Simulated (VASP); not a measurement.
Energy against volume of Mo (bcc). These are AM05 GGA, VASP's PBE PAW potentials (set 64) (plane waves; VASP) values and carry that method's errors. Numerical set-up: 520 eV cut-off, 16×16×16 Γ-centred mesh, first-order Methfessel-Paxton smearing of 0.10 eV, potentials Mo_sv.

| V (Å³/atom) | E (eV/atom) |
|---|---|
| 14.843 | -11.52595 |
| 15.302 | -11.53741 |
| 15.761 | -11.52469 |
| 16.220 | -11.49125 |

### Question
Fit these four points and predict the energy of the run at 14.384 Å³/atom.

### Answer
A cubic in V^(−2/3), the third-order Birch-Murnaghan form, passes through the four points with V0 = 15.28 Å³/atom and B0 = 283 GPa, and gives -11.4862 eV/atom there. The run gave -11.4862 eV/atom, -0.0 meV/atom from the fit; all five points give B0 = 283 GPa.

The compound is Mo in the bcc structure. It was relaxed first.
